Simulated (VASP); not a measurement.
Level of theory: PBEsol GGA, VASP's PBE PAW potentials (set 64) (plane waves; VASP).

VASP ran on this input.

### INCAR
```
SYSTEM = Y
PREC = Accurate; ENCUT = 300; LREAL = .False.
LASPH = .True.
EDIFF = 1E-6; NELM = 100; ALGO = Normal
LMAXMIX = 4
ISMEAR = 0; SIGMA = 0.2
GGA = PS
ISIF = 2
LWAVE = .False.; LCHARG = .False.
```

POSCAR:
```
Y
1
    3.6500000000     0.0000000000     0.0000000000
   -1.8250000000     3.1609930000     0.0000000000
    0.0000000000     0.0000000000    20.5950000000
Y
4
Direct
  0.6666670000   0.3333330000   0.4304440000
  0.3333330000   0.6666670000   0.2913330000
  0.6666670000   0.3333330000   0.7086670000
  0.3333330000   0.6666670000   0.5695560000
```

**KPOINTS**
```
Automatic mesh
0
Gamma
8 8 1
0 0 0
```

POTCAR, in this order: Y_sv (PBE.64 set). Program: vasp_std.

What VASP printed:

**OSZICAR**
```
       N       E                     dE             d eps       ncg     rms          rms(c)
DAV:   1     0.166049457374E+03    0.16605E+03   -0.18055E+04   712   0.102E+03
DAV:   2    -0.141404145083E+01   -0.16746E+03   -0.16483E+03   610   0.265E+02
DAV:   3    -0.257946021967E+02   -0.24381E+02   -0.23861E+02   876   0.506E+01
DAV:   4    -0.284221720824E+02   -0.26276E+01   -0.26104E+01   800   0.200E+01
DAV:   5    -0.285660406070E+02   -0.14387E+00   -0.14340E+00   798   0.406E+00    0.511E+01
DAV:   6    -0.292352944965E+02   -0.66925E+00   -0.54297E+01   758   0.188E+01    0.327E+01
DAV:   7    -0.309160191575E+02   -0.16807E+01   -0.12941E+02   702   0.180E+01    0.349E+01
DAV:   8    -0.259629830510E+02    0.49530E+01   -0.22873E+01   698   0.113E+01    0.136E+01
DAV:   9    -0.257637077928E+02    0.19928E+00   -0.26278E+00   756   0.405E+00    0.662E+00
DAV:  10    -0.257679666348E+02   -0.42588E-02   -0.17712E-01   702   0.109E+00    0.596E+00
DAV:  11    -0.257627035251E+02    0.52631E-02   -0.37211E-02   702   0.905E-01    0.541E+00
DAV:  12    -0.257087072683E+02    0.53996E-01   -0.20970E-01   696   0.201E+00    0.200E+00
DAV:  13    -0.256985328500E+02    0.10174E-01   -0.41664E-02   744   0.730E-01    0.976E-01
DAV:  14    -0.257042632122E+02   -0.57304E-02   -0.21354E-02   696   0.494E-01    0.159E+00
DAV:  15    -0.256971084643E+02    0.71547E-02   -0.44417E-02   792   0.444E-01    0.433E-01
DAV:  16    -0.256973417216E+02   -0.23326E-03   -0.22477E-03   726   0.171E-01    0.339E-01
DAV:  17    -0.256973611887E+02   -0.19467E-04   -0.13049E-03   728   0.950E-02    0.139E-01
DAV:  18    -0.256976230245E+02   -0.26184E-03   -0.52721E-04   696   0.605E-02    0.241E-01
DAV:  19    -0.256978727934E+02   -0.24977E-03   -0.13321E-03   768   0.741E-02    0.875E-02
DAV:  20    -0.256979786080E+02   -0.10581E-03   -0.56185E-05   614   0.252E-02    0.717E-02
DAV:  21    -0.256982067487E+02   -0.22814E-03   -0.68445E-05   510   0.249E-02    0.689E-02
DAV:  22    -0.256982190418E+02   -0.12293E-04   -0.18733E-05   576   0.156E-02    0.236E-02
DAV:  23    -0.256982327824E+02   -0.13741E-04   -0.45042E-06   414   0.811E-03    0.220E-02
DAV:  24    -0.256982346153E+02   -0.18329E-05   -0.90512E-06   528   0.729E-03    0.982E-03
DAV:  25    -0.256982350106E+02   -0.39527E-06   -0.72934E-07   408   0.284E-03
   1 F= -.25698235E+02 E0= -.25597589E+02  d E =-.201291E+00
```

OUTCAR:
```
------------------------ aborting loop because EDIFF is reached ----------------------------------------
  FORCE on cell =-STRESS in cart. coord.  units (eV):
  Direction    XX          YY          ZZ          XY          YZ          ZX
  --------------------------------------------------------------------------------------
  Total       -3.0529156     -3.0529162     -2.3399012      0.0000000      0.0000000      0.0000000
  in kB      -20.5848256    -20.5848292    -15.7771989      0.0000000      0.0000000      0.0000000
  external PRESSURE =     -18.9822845 kB  Pullay stress =       0.0000000 kB
  volume of cell :      237.62
      direct lattice vectors                 reciprocal lattice vectors
     3.650000000  0.000000000  0.000000000     0.273972603  0.158178142  0.000000000
    -1.825000000  3.160993000  0.000000000     0.000000000  0.316356284  0.000000000
     0.000000000  0.000000000 20.595000000     0.000000000  0.000000000  0.048555475
 POSITION                                       TOTAL-FORCE (eV/Angst)
 -----------------------------------------------------------------------------------
      1.82500      1.05366      8.86499         0.000000     -0.000000     -0.207432
     -0.00000      2.10733      6.00000         0.000000     -0.000000      0.324221
      1.82500      1.05366     14.59500        -0.000000      0.000000     -0.324221
     -0.00000      2.10733     11.73001        -0.000000      0.000000      0.207432
 -----------------------------------------------------------------------------------
    total drift:                                0.000000      0.000000      0.000000
  FREE ENERGIE OF THE ION-ELECTRON SYSTEM (eV)
  ---------------------------------------------------
  free  energy   TOTEN  =       -25.6982350106 eV

  energy  without entropy=      -25.4969438703  energy(sigma->0) =      -25.59758944
```
(Selected blocks of OUTCAR.)

At this cut-off the stress carries a Pulay error, which pulls relaxed volumes low. The cell holds a wide vacuum, so values per volume refer to the whole cell.

The cell is a sheet with vacuum, built from a generated structure.
